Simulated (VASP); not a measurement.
A VASP calculation is set up with these files.

**KPOINTS**
```
Automatic mesh
0
Gamma
11 11 11
0 0 0
```

File POSCAR:
```
Mn
1.0
  0.0000000000   2.5980760000   2.5980760000
  2.5980760000   0.0000000000   2.5980760000
  2.5980760000   2.5980760000   0.0000000000
Mn
2
Cartesian
  3.8971140000   3.8971140000   3.8971140000
  2.5980760000   2.5980760000   2.5980760000
```

**INCAR**
```
SYSTEM = Mn
PREC = Accurate
ENCUT = 400
EDIFF = 1E-6
NELM = 100
ALGO = Normal
LREAL = .FALSE.
LASPH = .TRUE.
ISMEAR = 1
SIGMA = 0.1
GGA = PS
LMAXMIX = 4
ISPIN = 2
MAGMOM = 4.0 4.0
LORBIT = 10
LWAVE = .FALSE.
LCHARG = .FALSE.
IBRION = 2
ISIF = 3
NSW = 60
EDIFFG = -0.01
```

POTCAR, in this order: Mn_pv (PBE.64 set). Program: vasp_std.

Q: Translate this PBEsol calculation to Quantum ESPRESSO's pw.x.

A: One equivalent input (not run):
```
&CONTROL
  calculation = 'vc-relax'
  pseudo_dir = './pseudo'
  outdir = './out'
  tprnfor = .true.
  tstress = .true.
  nstep = 60
  forc_conv_thr = 0.00039
/
&SYSTEM
  ibrav = 0
  nat = 2
  ntyp = 1
  ecutwfc = 96
  occupations = 'smearing'
  smearing = 'methfessel-paxton'
  degauss = 0.00735
  input_dft = 'pbesol'
  nspin = 2
  starting_magnetization(1) = 0.4
/
&ELECTRONS
  conv_thr = 7.3e-08
  electron_maxstep = 100
/
&IONS
/
&CELL
/
ATOMIC_SPECIES
  Mn 54.938 Mn.upf
CELL_PARAMETERS angstrom
     0.0000000    2.5980760    2.5980760
     2.5980760    0.0000000    2.5980760
     2.5980760    2.5980760    0.0000000
ATOMIC_POSITIONS crystal
  Mn   0.7500000  0.7500000  0.7500000
  Mn   0.5000000  0.5000000  0.5000000
K_POINTS automatic
  11 11 11 0 0 0
```
The two are equivalent in intent, not identical: the potentials are each code's own (VASP's PAW set, PseudoDojo norm-conserving files in pw.x), so ENCUT and ecutwfc are chosen apart and not converted; conv_thr bounds pw.x's estimated SCF error, while EDIFF bounds the energy change between steps; starting_magnetization is a fraction of the valence charge and MAGMOM a moment in μB, so they match only roughly; forc_conv_thr acts on force components and is met together with etot_conv_thr.

The structure was generated: Mn was put into the diamond type (Fd-3m), which need not be its known phase. This run relaxes it. Symmetry was kept, so distortions that lower it aren't found.
